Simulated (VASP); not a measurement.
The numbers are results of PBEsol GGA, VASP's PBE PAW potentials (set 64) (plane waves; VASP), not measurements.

A VASP calculation is set up with these files.

File POSCAR:
```
Nb3Sn
1
    5.2527776794    -0.0000000000    -0.0000000000
    0.0000000000     5.2527776794     0.0000000000
    0.0000000000     0.0000000000     5.2527776794
Nb Sn
6 2
Direct
  0.2500000000   0.0000000000   0.5000000000
  0.5000000000   0.2500000000   0.0000000000
  0.5000000000   0.7500000000   0.0000000000
  0.7500000000   0.0000000000   0.5000000000
  0.0000000000   0.5000000000   0.7500000000
  0.0000000000   0.5000000000   0.2500000000
  0.5000000000   0.5000000000   0.5000000000
  0.0000000000   0.0000000000   0.0000000000
```

### KPOINTS
```
Automatic mesh
0
G
 6 6 6
```

**INCAR**
```
ALGO=Normal
EDIFF=1E-6
EDIFFG=-0.02
ENCUT=500
GGA=PS
IBRION=2
ISIF=3
ISMEAR=1
LASPH=.True.
LCHARG=.False.
LMAXMIX=4
LREAL=.False.
LWAVE=.False.
NELM=100
NSW=40
PREC=Accurate
SIGMA=0.1
SYSTEM=Nb3Sn
```

POTCAR, in this order: Nb_sv Sn_d (PBE.64 set). Program: vasp_std.

Output

OSZICAR:
```
       N       E                     dE             d eps       ncg     rms          rms(c)
DAV:   1     0.178127898550E+04    0.17813E+04   -0.50414E+04  2621   0.220E+03
DAV:   2     0.207639577702E+03   -0.15736E+04   -0.15408E+04  2536   0.815E+02
DAV:   3    -0.465457328080E+02   -0.25419E+03   -0.24498E+03  3367   0.276E+02
DAV:   4    -0.765973610219E+02   -0.30052E+02   -0.29304E+02  3760   0.845E+01
DAV:   5    -0.792403192152E+02   -0.26430E+01   -0.26185E+01  4584   0.216E+01    0.189E+01
DAV:   6    -0.762398293853E+02    0.30005E+01   -0.96542E+00  3616   0.158E+01    0.615E+00
DAV:   7    -0.759480192377E+02    0.29181E+00   -0.21182E+00  3968   0.711E+00    0.270E+00
DAV:   8    -0.759441674216E+02    0.38518E-02   -0.25138E-01  4080   0.263E+00    0.716E-01
DAV:   9    -0.759451246109E+02   -0.95719E-03   -0.39504E-02  3976   0.110E+00    0.378E-01
DAV:  10    -0.759456845435E+02   -0.55993E-03   -0.66475E-03  4040   0.391E-01    0.599E-02
DAV:  11    -0.759456643445E+02    0.20199E-04   -0.60108E-04  3480   0.137E-01    0.289E-02
DAV:  12    -0.759456520732E+02    0.12271E-04   -0.64137E-05  4400   0.451E-02    0.551E-03
DAV:  13    -0.759456517445E+02    0.32866E-06   -0.47970E-06  2584   0.119E-02
   1 F= -.75945652E+02 E0= -.75943321E+02  d E =-.759457E+02
       N       E                     dE             d eps       ncg     rms          rms(c)
DAV:   1    -0.759604118586E+02   -0.14760E-01   -0.55691E-01  2840   0.621E+00    0.815E-01
DAV:   2    -0.759495934318E+02    0.10818E-01   -0.58075E-02  3368   0.187E+00    0.469E-01
DAV:   3    -0.759452285600E+02    0.43649E-02   -0.32827E-02  3784   0.105E+00    0.257E-01
DAV:   4    -0.759450547018E+02    0.17386E-03   -0.38778E-03  3496   0.295E-01    0.953E-02
DAV:   5    -0.759451737450E+02   -0.11904E-03   -0.39641E-04  4080   0.961E-02    0.827E-02
DAV:   6    -0.759452048435E+02   -0.31099E-04   -0.11155E-04  3640   0.434E-02    0.435E-02
DAV:   7    -0.759452066634E+02   -0.18199E-05   -0.10413E-04  3760   0.387E-02    0.787E-03
DAV:   8    -0.759452121760E+02   -0.55127E-05   -0.13063E-05  3080   0.180E-02    0.696E-03
DAV:   9    -0.759452110563E+02    0.11197E-05   -0.67190E-07  1744   0.546E-03    0.109E-03
DAV:  10    -0.759452112511E+02   -0.19484E-06   -0.29386E-07  1720   0.325E-03
   2 F= -.75945211E+02 E0= -.75942871E+02  d E =0.440493E-03
       N       E                     dE             d eps       ncg     rms          rms(c)
DAV:   1    -0.759522564980E+02   -0.70454E-02   -0.23425E-01  2756   0.402E+00    0.533E-01
DAV:   2    -0.759475994572E+02    0.46570E-02   -0.24293E-02  3310   0.122E+00    0.302E-01
DAV:   3    -0.759457557555E+02    0.18437E-02   -0.13709E-02  3762   0.683E-01    0.168E-01
DAV:   4    -0.759457078865E+02    0.47869E-04   -0.16303E-03  3472   0.193E-01    0.622E-02
DAV:   5    -0.759457792733E+02   -0.71387E-04   -0.17198E-04  4081   0.624E-02    0.541E-02
DAV:   6    -0.759458078636E+02   -0.28590E-04   -0.44944E-05  3504   0.278E-02    0.286E-02
DAV:   7    -0.759458304831E+02   -0.22619E-04   -0.45788E-05  3777   0.255E-02    0.516E-03
DAV:   8    -0.759458278059E+02    0.26772E-05   -0.50422E-06  2616   0.120E-02    0.394E-03
DAV:   9    -0.759458284155E+02   -0.60960E-06   -0.32830E-07  1673   0.502E-03
   3 F= -.75945828E+02 E0= -.75943493E+02  d E =-.176671E-03
```

File OUTCAR:
```
------------------------ aborting loop because EDIFF is reached ----------------------------------------
  FORCE on cell =-STRESS in cart. coord.  units (eV):
  Direction    XX          YY          ZZ          XY          YZ          ZX
  --------------------------------------------------------------------------------------
  Total        0.0002220      0.0002220      0.0002220      0.0000000      0.0000000     -0.0000000
  in kB        0.0024503      0.0024503      0.0024503      0.0000000      0.0000000     -0.0000000
  external PRESSURE =       0.0024503 kB  Pullay stress =       0.0000000 kB
  volume of cell :      145.15
      direct lattice vectors                 reciprocal lattice vectors
     5.255395541  0.000000000 -0.000000000     0.190280635 -0.000000000  0.000000000
     0.000000000  5.255395541 -0.000000000    -0.000000000  0.190280635  0.000000000
    -0.000000000 -0.000000000  5.255395541     0.000000000  0.000000000  0.190280635
 POSITION                                       TOTAL-FORCE (eV/Angst)
 -----------------------------------------------------------------------------------
      1.31385     -0.00000      2.62770        -0.000000     -0.000000     -0.000000
      2.62770      1.31385     -0.00000         0.000000     -0.000000      0.000000
      2.62770      3.94155     -0.00000        -0.000000      0.000000     -0.000000
      3.94155      0.00000      2.62770         0.000000      0.000000     -0.000000
     -0.00000      2.62770      3.94155        -0.000000      0.000000      0.000000
      0.00000      2.62770      1.31385        -0.000000     -0.000000     -0.000000
      2.62770      2.62770      2.62770        -0.000000     -0.000000     -0.000000
      0.00000      0.00000     -0.00000        -0.000000     -0.000000     -0.000000
 -----------------------------------------------------------------------------------
    total drift:                                0.000000     -0.000000      0.000000
  FREE ENERGIE OF THE ION-ELECTRON SYSTEM (eV)
  ---------------------------------------------------
  free  energy   TOTEN  =       -75.9458284155 eV

  energy  without entropy=      -75.9388235096  energy(sigma->0) =      -75.94349345

 reached required accuracy - stopping structural energy minimisation
```
(Selected blocks of OUTCAR.)

**CONTCAR**
```
Nb3Sn
   1.00000000000000
     5.2553955406718416    0.0000000000000000   -0.0000000000000000
     0.0000000000000000    5.2553955406718416   -0.0000000000000000
    -0.0000000000000000   -0.0000000000000000    5.2553955406718416
  Nb              Sn
     6     2
Direct
     0.2500000000000000    0.0000000000000000    0.5000000000000000
     0.5000000000000000    0.2500000000000000    0.0000000000000000
     0.5000000000000000    0.7500000000000000    0.0000000000000000
     0.7500000000000000    0.0000000000000000    0.5000000000000000
     0.0000000000000000    0.5000000000000000    0.7500000000000000
     0.0000000000000000    0.5000000000000000    0.2500000000000000
     0.5000000000000000    0.5000000000000000    0.5000000000000000
     0.0000000000000000    0.0000000000000000    0.0000000000000000
```

The compound is Nb3Sn in the A15 structure. This run relaxes it. Symmetry was kept, so distortions that lower it aren't found.
